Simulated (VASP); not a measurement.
# IrC (F-43m) in VASP: further runs, part 2 of 2

VASP 6.6.1.

### Step 3. Single point, r2SCAN+U

The input, INCAR:

```
SYSTEM = IrC
ALGO = Normal
EDIFF = 1E-7
ENCUT = 520
ISIF = 2
ISMEAR = -1
LASPH = .True.
LCHARG = .True.
LDAU = .True.
LDAUJ = 0 0
LDAUL = 2 -1
LDAUPRINT = 1
LDAUTYPE = 2
LDAUU = 2 0
LELF = .True.
LMAXMIX = 4
LMIXTAU = .True.
LREAL = .False.
LVHAR = .True.
LWAVE = .False.
METAGGA = R2SCAN
NELM = 80
PREC = Accurate
SIGMA = 0.05
```

The input, KPOINTS:

```
k-points
0
Gamma
  10 10 10
  0 0 0
```

The input, POSCAR:

```
IrC
1.0
    0.0000000000      2.3104300000      2.3104300000
    2.3104300000      0.0000000000      2.3104300000
    2.3104300000      2.3104300000      0.0000000000
Ir C
1 1
Direct
    0.0000000000      0.0000000000      0.0000000000
    0.7500000000      0.7500000000      0.7500000000
```

Potentials or basis: VASP PAW PBE potentials, release 64 (Ir, C).

Launch:

```sh
$ cat potpaw_PBE.64/Ir/POTCAR potpaw_PBE.64/C/POTCAR > POTCAR
$ mpirun -np 1 vasp_std > vasp.out
```

Wall time 21 s (1 thread of Intel Xeon 6975P-C (Granite Rapids), shared host); peak memory 0.15 GiB.

The run converged. Its results:

```yaml
Free_energy: -59.4213 eV
Pressure: -5.6 GPa
Band_gap_on_the_k_mesh: none (metal or under the smearing width)
```

Levels at points of the mesh, in eV from the Fermi level:
| k point | band 3 | band 4 | band 5 | band 6 | band 7 | band 8 | band 9 | band 10 |
| --- | --- | --- | --- | --- | --- | --- | --- | --- |
| (0.00, 0.00, 0.00) | -6.96 | -6.96 | -2.94 | -2.94 | 4.08 | 6.77 | 6.77 | 6.77 |
| (0.50, 0.00, 0.00) | -6.35 | -6.11 | -2.17 | -2.17 | -0.83 | 4.09 | 4.09 | 7.36 |
| (0.50, 0.50, 0.00) | -3.99 | -3.99 | -2.94 | -1.84 | -0.28 | 0.92 | 0.92 | 11.06 |

Eigenvalues of the final occupation matrices:
```
    site  spin  trace               eigenvalues
site 1 d     1   3.73  0.68 0.68 0.68 0.85 0.85
site 1 d     2   3.73  0.68 0.68 0.68 0.85 0.85
```

Caveat: the PAW data sets were made with another functional, which shifts forces and pressure a little; U without spin polarisation on a metal has little footing; the U is typed as a test and isn't derived for this compound. The run has no spin-orbit coupling, so splittings on Ir are missing.

### Step 4. Single point, r2SCAN+U

INCAR, as its differences from that of step 3:

```diff
@@ -13,3 +13,3 @@
 LDAUTYPE = 2
-LDAUU = 2 0
+LDAUU = 3 0
 LELF = .True.
```

KPOINTS is that of step 3.

POSCAR is that of step 3.

Potentials or basis: VASP PAW PBE potentials, release 64 (Ir, C).

Launch:

```sh
$ cat potpaw_PBE.64/Ir/POTCAR potpaw_PBE.64/C/POTCAR > POTCAR
$ mpirun -np 1 vasp_std > vasp.out
```

OUTCAR:

```text
SYSTEM = IrC
   EDIFF = 1E-7
   ENCUT = 520
   ISIF = 2
   ISMEAR = -1
   LASPH = .True.
   LREAL = .False.
   METAGGA = R2SCAN
   NELM = 80
   PREC = Accurate

 ion  position               nearest neighbor table
   1  0.000  0.000  0.000-   2 2.00   2 2.00   2 2.00   2 2.00
   2  0.750  0.750  0.750-   1 2.00   1 2.00   1 2.00   1 2.00

  LATTYP: Found a face centered cubic cell.
 ALAT       =     4.6208600000

  Lattice vectors:

 A1 = (   0.0000000000,   2.3104300000,   2.3104300000)
 A2 = (   2.3104300000,   0.0000000000,   2.3104300000)
 A3 = (   2.3104300000,   2.3104300000,   0.0000000000)

Analysis of symmetry for initial positions (statically):
=====================================================================
 Subroutine PRICEL returns:
 Original cell was already a primitive cell.

 Routine SETGRP: Setting up the symmetry group for a
 face centered cubic supercell.

 Subroutine GETGRP returns: Found 24 space group operations
 (whereof 24 operations were pure point group operations)
 out of a pool of 48 trial point group operations.

The static configuration has the point symmetry T_d .
[... 206 lines left out ...]
  band No.  band energies     occupation
      1      -7.6473      2.00000
      2       0.0419      2.00000
      3       0.0419      2.00000
      4       0.0419      2.00000
      5       3.8488      2.00000
      6       3.8488      2.00000
      7      11.1897      0.00000
      8      13.8148      0.00000
      9      13.8148      0.00000
     10      13.8148      0.00000
[... 287 lines left out ...]
 k-point    24 :       0.4000    0.3000    0.0000
  band No.  band energies     occupation
      1      -5.7232      2.00000
      2      -1.0037      2.00000
      3       1.8066      2.00000
      4       1.9240      2.00000
      5       3.4131      2.00000
      6       4.7250      2.00000
      7       8.2807      0.00000
      8       9.6652      0.00000
      9      10.3546      0.00000
     10      16.2758      0.00000

 [... further k-points ...]

------------------------ aborting loop because EDIFF is reached ----------------------------------------

  FORCE on cell =-STRESS in cart. coord.  units (eV):
  Direction    XX          YY          ZZ          XY          YZ          ZX
  --------------------------------------------------------------------------------------
  -------------------------------------------------------------------------------------
  Total       -1.2696628     -1.2696628     -1.2696628      0.0000000     -0.0000000      0.0000000
  in kB      -82.4689616    -82.4689616    -82.4689616      0.0000000     -0.0000000      0.0000000
  external PRESSURE =     -82.4689616 kB  Pullay stress =       0.0000000 kB

 VOLUME and BASIS-vectors are now :
 -----------------------------------------------------------------------------
  energy-cutoff  :      520.00
  volume of cell :       24.67
      direct lattice vectors                 reciprocal lattice vectors
     0.000000000  2.310430000  2.310430000    -0.216409932  0.216409932  0.216409932
     2.310430000  0.000000000  2.310430000     0.216409932 -0.216409932  0.216409932
     2.310430000  2.310430000  0.000000000     0.216409932  0.216409932 -0.216409932

 POSITION                                       TOTAL-FORCE (eV/Angst)
 -----------------------------------------------------------------------------------
      0.00000      0.00000      0.00000         0.000000      0.000000      0.000000
      3.46565      3.46565      3.46565        -0.000000     -0.000000     -0.000000
 -----------------------------------------------------------------------------------
    total drift:                               -0.000000     -0.000000     -0.000000

  FREE ENERGIE OF THE ION-ELECTRON SYSTEM (eV)
  ---------------------------------------------------
  free  energy   TOTEN  =       -58.5225525535 eV

  energy  without entropy=      -58.5133475524  energy(sigma->0) =      -58.51795005
```

OSZICAR:

```text
N       E                     dE             d eps       ncg     rms          rms(c)
DAV:   1     0.432851716310E+02    0.43285E+02   -0.64921E+03   948   0.122E+03
DAV:   2    -0.579872252096E+02   -0.10127E+03   -0.95862E+02   950   0.287E+02
DAV:   3    -0.629728340567E+02   -0.49856E+01   -0.48430E+01  1074   0.726E+01
[... 11 lines left out ...]
DAV:  15    -0.585225371697E+02   -0.13024E-03   -0.72931E-05  1014   0.812E-02    0.787E-03
DAV:  16    -0.585225518777E+02   -0.14708E-04   -0.16983E-05  1046   0.364E-02    0.343E-03
DAV:  17    -0.585225521972E+02   -0.31951E-06   -0.87988E-07  1026   0.107E-02    0.105E-03
DAV:  18    -0.585225525539E+02   -0.35664E-06   -0.15237E-07   734   0.520E-03    0.616E-04
DAV:  19    -0.585225525535E+02    0.38915E-09   -0.18479E-07   822   0.459E-03
   1 F= -.58522553E+02 E0= -.58517950E+02  d E =-.920500E-02
```

It took 22 s on 1 thread of Intel Xeon 6975P-C (Granite Rapids), shared host; peak memory 0.15 GiB.

Results:

```yaml
Free_energy: -58.5226 eV
Pressure: -8.2 GPa
Band_gap_on_the_k_mesh: none (metal or under the smearing width)
```

Eigenvalues of the final occupation matrices:
| site | spin | trace | eigenvalues |
| --- | --- | --- | --- |
| site 1 d | 1 | 3.78 | 0.69 0.69 0.69 0.86 0.86 |
| site 1 d | 2 | 3.78 | 0.69 0.69 0.69 0.86 0.86 |

Caveat: the PAW data sets were made with another functional, which shifts forces and pressure a little; U without spin polarisation on a metal has little footing; the U is typed as a test and isn't derived for this compound. Spin-orbit coupling is left out, which matters for the levels of Ir.

### Step 5. Single point, r2SCAN+U

INCAR, as its differences from that of step 4:

```diff
@@ -13,3 +13,3 @@
 LDAUTYPE = 2
-LDAUU = 3 0
+LDAUU = 4 0
 LELF = .True.
```

KPOINTS is that of step 4.

POSCAR is that of step 4.

Launch:

```sh
$ cat potpaw_PBE.64/Ir/POTCAR potpaw_PBE.64/C/POTCAR > POTCAR
$ mpirun -np 1 vasp_std > vasp.out
```

It took 23 s on 1 thread of Intel Xeon 6975P-C (Granite Rapids), shared host; peak memory 0.15 GiB.

It converged, with:

```yaml
Free_energy: -57.6606 eV
Pressure: -11.3 GPa
Band_gap_on_the_k_mesh: none (metal or under the smearing width)
```

Levels at points of the mesh, in eV from the Fermi level:
| k point | band 3 | band 4 | band 5 | band 6 | band 7 | band 8 | band 9 | band 10 |
| --- | --- | --- | --- | --- | --- | --- | --- | --- |
| (0.00, 0.00, 0.00) | -7.00 | -7.00 | -3.45 | -3.45 | 4.28 | 6.82 | 6.82 | 6.82 |
| (0.50, 0.00, 0.00) | -6.50 | -5.91 | -2.55 | -2.55 | -0.82 | 4.17 | 4.17 | 7.57 |
| (0.50, 0.50, 0.00) | -3.98 | -3.98 | -2.84 | -2.36 | -0.41 | 1.00 | 1.00 | 11.10 |

Eigenvalues of the final occupation matrices:
```tsv
site	spin	trace	eigenvalues
site 1 d	1	3.85	0.69 0.69 0.69 0.89 0.89
site 1 d	2	3.85	0.69 0.69 0.69 0.89 0.89
```

Caveat: the PAW data sets were made with another functional, which shifts forces and pressure a little; U without spin polarisation on a metal has little footing; the U is typed as a test and isn't derived for this compound. Spin-orbit coupling is left out, which matters for the levels of Ir.

### Step 6. For comparison

An earlier run on the cell as given: functional PBE; potentials or basis VASP PAW PBE potentials, release 64 (Ir, C); cutoff 520 eV; k mesh 10 × 10 × 10; occupations fermi-dirac, width 0.05 eV; no spin polarisation.

* Pressure: 2.0 GPa
* Band gap on the k mesh: none (metal or under the smearing width)

### Step 7. The runs side by side

```tsv
level	U	gap on the mesh (eV)	pressure (GPa)
r2SCAN	-	none	-1.0
r2SCAN+U	Ir d U = 2 eV	none	-5.6
r2SCAN+U	Ir d U = 3 eV	none	-8.2
r2SCAN+U	Ir d U = 4 eV	none	-11.3
PBE	-	none	2.0
```

Alike in all rows: task single point; potentials or basis VASP PAW PBE potentials, release 64 (Ir, C); no spin polarisation; cell as given; k mesh 10 × 10 × 10; cutoff (eV) 520; smearing fermi-dirac 0.05 eV.

Every run on the cell as given and a fine mesh finds a metal. The pressure there spans -11.3 GPa (r2SCAN+U) to 2.0 GPa (PBE); a positive pressure means that this level wants a larger cell, a negative one a smaller.

Caveats: the PAW data sets were made with another functional, which shifts forces and pressure a little (some runs); U without spin polarisation on a metal has little footing (some runs); the U is typed as a test and isn't derived for this compound (some runs).

Total energies depend on the potentials used, so only differences within one code and one set of settings carry meaning.
